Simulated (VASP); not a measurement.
Given:

```yaml
crystal:
  lattice:
    - [0.00000, 2.45661, 2.45661]
    - [2.45661, 0.00000, 2.45661]
    - [2.45661, 2.45661, 0.00000]
  atoms:
    - { symbol: Ca, position: [0.00000, 0.00000, 0.00000] }
    - { symbol: O, position: [0.50000, 0.50000, 0.50000] }
```

The numbers are results of MS2 meta-GGA, VASP's PBE PAW potentials (set 64) (plane waves; VASP), not measurements. Run with 520 eV cut-off, 9×9×9 Γ-centred mesh, Gaussian smearing of 0.050 eV, potentials Ca_sv O.

Question: Give the stress tensor in GPa (positive for a compressed cell).

Answer: 
```
-5.83   0.00   0.00
 0.00  -5.83   0.00
 0.00   0.00  -5.83
```
The pressure is its mean diagonal, -5.83 GPa.

The compound is CaO in the rock salt structure. This cell is one point of a volume scan, at 1.06 of the reference volume.
